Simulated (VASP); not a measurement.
Output of a VASP run:

**OUTCAR**
```
 ion  position               nearest neighbor table
   1  0.000  0.000  0.000-   2 2.83   2 2.83   2 2.83   2 2.83   2 2.83   2 2.83
   2  0.500  0.500  0.500-   1 2.83   1 2.83   1 2.83   1 2.83   1 2.83   1 2.83
  LATTYP: Found a face centered cubic cell.
 ALAT       =     5.6548421776
 Subroutine PRICEL returns:
 Original cell was already a primitive cell.
 Subroutine GETGRP returns: Found 48 space group operations
The static configuration has the point symmetry O_h .
The dynamic configuration has the point symmetry O_h .
 Subroutine INISYM returns: Found 48 space group operations
 Subroutine IBZKPT returns following result:
 Found     84 irreducible k-points:

 Following reciprocal coordinates:
            Coordinates               Weight
  0.000000  0.000000  0.000000      1.000000
  0.076923  0.000000  0.000000      8.000000
  0.153846  0.000000  0.000000      8.000000
  0.230769  0.000000  0.000000      8.000000
  0.307692  0.000000  0.000000      8.000000
  0.384615  0.000000  0.000000      8.000000
  0.461538  0.000000  0.000000      8.000000
  0.076923  0.076923  0.000000      6.000000
  0.153846  0.076923  0.000000     24.000000
  0.230769  0.076923  0.000000     24.000000
  0.307692  0.076923  0.000000     24.000000
  0.384615  0.076923  0.000000     24.000000
  0.461538  0.076923  0.000000     24.000000
 -0.461538  0.076923  0.000000     24.000000
 -0.384615  0.076923  0.000000     24.000000
 -0.307692  0.076923  0.000000     24.000000
 -0.230769  0.076923  0.000000     24.000000
 -0.153846  0.076923  0.000000     24.000000
 -0.076923  0.076923  0.000000     12.000000
  0.153846  0.153846  0.000000      6.000000
  0.230769  0.153846  0.000000     24.000000
  0.307692  0.153846  0.000000     24.000000
  0.384615  0.153846  0.000000     24.000000
  0.461538  0.153846  0.000000     24.000000
 -0.461538  0.153846  0.000000     24.000000
 -0.384615  0.153846  0.000000     24.000000
 -0.307692  0.153846  0.000000     24.000000
 -0.230769  0.153846  0.000000     24.000000
 -0.153846  0.153846  0.000000     12.000000
  0.230769  0.230769  0.000000      6.000000
  0.307692  0.230769  0.000000     24.000000
  0.384615  0.230769  0.000000     24.000000
  0.461538  0.230769  0.000000     24.000000
 -0.461538  0.230769  0.000000     24.000000
 -0.384615  0.230769  0.000000     24.000000
 -0.307692  0.230769  0.000000     24.000000
 -0.230769  0.230769  0.000000     12.000000
  0.307692  0.307692  0.000000      6.000000
  0.384615  0.307692  0.000000     24.000000
  0.461538  0.307692  0.000000     24.000000
   k-points           NKPTS =     84   k-points in BZ     NKDIM =     84   number of bands    NBANDS=     11
   number of dos      NEDOS =    601   number of ions     NIONS =      2
   total plane-waves  NPLWV =  21952
   dimension x,y,z NGX =    28 NGY =   28 NGZ =   28
   dimension x,y,z NGXF=    56 NGYF=   56 NGZF=   56
   ions per type =               1   1
   PREC   = accura    normal or accurate (medium, high low for compatibility)
   ISTART =      0    job   : 0-new  1-cont  2-samecut
   ICHARG =      2    charge: 1-file 2-atom 10-const
   ISPIN  =      1    spin polarized calculation?
   LNONCOLLINEAR =      F non collinear calculations
   LSORBIT =      F    spin-orbit coupling
   INIWAV =      1    electr: 0-lowe 1-rand  2-diag
   ENCUT  =  400.0 eV  29.40 Ry    5.42 a.u.   6.52  6.52  6.52*2*pi/ulx,y,z
   NELM   =    100;   NELMIN=  2; NELMDL= -5     # of ELM steps
   EDIFF  = 0.1E-06   stopping-criterion for ELM
   LREAL  =      F    real-space projection
   NLSPLINE    = F    spline interpolate recip. space projectors
   LMAXMIX     =    4 max onsite mixed and CHGCAR
   VOSKOWN=      0    Vosko Wilk Nusair interpolation
   EDIFFG = 0.1E-05   stopping-criterion for IOM
   NSW    =      0    number of steps for IOM
   NBLOCK =      1;   KBLOCK =      1    inner block; outer block
   IBRION =     -1    ionic relax: 0-MD 1-quasi-New 2-CG
...
```

### OSZICAR
```
       N       E                     dE             d eps       ncg     rms          rms(c)
DAV:   1     0.694661607929E+02    0.69466E+02   -0.57623E+03  1856   0.101E+03
DAV:   2    -0.187058424149E+02   -0.88172E+02   -0.86509E+02  1881   0.353E+02
DAV:   3    -0.214516907824E+02   -0.27458E+01   -0.26388E+01  3043   0.637E+01
DAV:   4    -0.215069928650E+02   -0.55302E-01   -0.54772E-01  2967   0.612E+00
DAV:   5    -0.215078110156E+02   -0.81815E-03   -0.82557E-03  2489   0.748E-01    0.834E+00
DAV:   6    -0.174567974604E+02    0.40510E+01   -0.60478E+00  2836   0.403E+01    0.258E+00
DAV:   7    -0.178129584004E+02   -0.35616E+00   -0.41670E-01  2576   0.700E+00    0.123E+00
DAV:   8    -0.175000678144E+02    0.31289E+00   -0.80275E-01  2996   0.914E+00    0.758E-01
DAV:   9    -0.177803474826E+02   -0.28028E+00   -0.53049E-01  2412   0.779E+00    0.275E-01
DAV:  10    -0.178123743645E+02   -0.32027E-01   -0.17705E-01  2921   0.491E+00    0.688E-01
DAV:  11    -0.177739322328E+02    0.38442E-01   -0.73649E-02  2806   0.303E+00    0.168E-01
DAV:  12    -0.177760115208E+02   -0.20793E-02   -0.85534E-03  3118   0.104E+00    0.532E-02
DAV:  13    -0.177758342486E+02    0.17727E-03   -0.11735E-03  2785   0.501E-01    0.769E-02
DAV:  14    -0.177760892751E+02   -0.25503E-03   -0.91745E-04  2825   0.339E-01    0.339E-02
DAV:  15    -0.177760256026E+02    0.63672E-04   -0.10984E-04  2259   0.128E-01    0.155E-02
DAV:  16    -0.177760791345E+02   -0.53532E-04   -0.18164E-05  3007   0.762E-02    0.985E-03
DAV:  17    -0.177760858969E+02   -0.67623E-05   -0.18410E-05  2410   0.494E-02    0.824E-03
DAV:  18    -0.177760979577E+02   -0.12061E-04   -0.56851E-06  1992   0.236E-02    0.689E-03
DAV:  19    -0.177760990335E+02   -0.10759E-05   -0.58194E-07  3031   0.102E-02    0.480E-03
DAV:  20    -0.177761012835E+02   -0.22500E-05   -0.23791E-07  1989   0.563E-03    0.348E-03
DAV:  21    -0.177761010598E+02    0.22379E-06   -0.34614E-07  2635   0.780E-03    0.104E-03
DAV:  22    -0.177761013986E+02   -0.33880E-06   -0.15499E-08  1065   0.206E-03    0.428E-04
DAV:  23    -0.177761013016E+02    0.96927E-07   -0.82877E-09  1059   0.127E-03
   1 F= -.17776101E+02 E0= -.17776101E+02  d E =0.000000E+00
       N       E                     dE             ncg
```

**OUTCAR**
```
------------------------ aborting loop because EDIFF is reached ----------------------------------------
  FORCE on cell =-STRESS in cart. coord.  units (eV):
  Direction    XX          YY          ZZ          XY          YZ          ZX
  --------------------------------------------------------------------------------------
  Total       -0.0121205     -0.0121205     -0.0121205      0.0000000     -0.0000000      0.0000000
  in kB       -0.4295669     -0.4295669     -0.4295669      0.0000000     -0.0000000      0.0000000
  external PRESSURE =      -0.4295669 kB  Pullay stress =       0.0000000 kB
  volume of cell :       45.21
      direct lattice vectors                 reciprocal lattice vectors
     0.000000000  2.827421089  2.827421089    -0.176839595  0.176839595  0.176839595
     2.827421089  0.000000000  2.827421089     0.176839595 -0.176839595  0.176839595
     2.827421089  2.827421089  0.000000000     0.176839595  0.176839595 -0.176839595
 POSITION                                       TOTAL-FORCE (eV/Angst)
 -----------------------------------------------------------------------------------
      0.00000      0.00000      0.00000        -0.000000      0.000000      0.000000
      2.82742      2.82742      2.82742         0.000000     -0.000000      0.000000
 -----------------------------------------------------------------------------------
    total drift:                               -0.000000      0.000000      0.000000
  FREE ENERGIE OF THE ION-ELECTRON SYSTEM (eV)
  ---------------------------------------------------
  free  energy   TOTEN  =       -17.7761013016 eV

  energy  without entropy=      -17.7761013016  energy(sigma->0) =      -17.77610130

 total charge

# of ion       s       p       d       tot
------------------------------------------
    1        2.187   6.114   1.056   9.356
    2        0.512   0.359   0.000   0.871
--------------------------------------------------
tot          2.699   6.473   1.056  10.227
```
(Selected blocks of OUTCAR.)

File POSCAR:
```
ScAl
1
    0.0000000000     2.8274210888     2.8274210888
    2.8274210888     0.0000000000     2.8274210888
    2.8274210888     2.8274210888     0.0000000000
Sc Al
1 1
Direct
  0.0000000000   0.0000000000   0.0000000000
  0.5000000000   0.5000000000   0.5000000000
```

### Question
Write an INCAR and KPOINTS that could have produced this output.

### Answer
Several could match; the one computed here: the input of the run itself, r2SCAN meta-GGA, plane waves, VASP's PBE PAW potentials (set 64).

**INCAR**
```
SYSTEM  =  ScAl
NELM  =  100
METAGGA  =  R2SCAN
PREC  =  Accurate
NEDOS  =  601
ENCUT  =  400   # plane-wave cut-off (eV)
LASPH  =  .TRUE.   # aspherical one-centre terms
LMIXTAU  =  .TRUE.
ISMEAR  =  -5
ISIF  =  2
EDIFF  =  1E-7   # SCF stop (eV)
LWAVE  =  .FALSE.
LREAL  =  .FALSE.   # projection in real space or not
LCHARG  =  .FALSE.
ALGO  =  Normal   # blocked Davidson
LMAXMIX  =  4   # l cut-off of mixed one-centre charges
LORBIT  =  11
```

KPOINTS_OPT:
```
k-points along high-symmetry lines
10
Line-mode
Reciprocal
  0.000000   0.000000   0.000000 ! GAMMA
  0.500000   0.000000   0.500000 ! X

  0.500000   0.000000   0.500000 ! X
  0.625000   0.250000   0.625000 ! U

  0.375000   0.375000   0.750000 ! K
  0.000000   0.000000   0.000000 ! GAMMA

  0.000000   0.000000   0.000000 ! GAMMA
  0.500000   0.500000   0.500000 ! L

  0.500000   0.500000   0.500000 ! L
  0.500000   0.250000   0.750000 ! W

  0.500000   0.250000   0.750000 ! W
  0.500000   0.000000   0.500000 ! X
```

File KPOINTS:
```
Regular mesh
0
G
 13 13 13
```

POTCAR, in this order: Sc_sv Al (PBE.64 set). Program: vasp_std.

For a metal the tetrahedron method with Blöchl corrections gives inexact stress and forces.

The structure was generated: ScAl was put into the rock salt type (Fm-3m), which need not be its known phase. It was relaxed first, which changed the volume by -27 %.
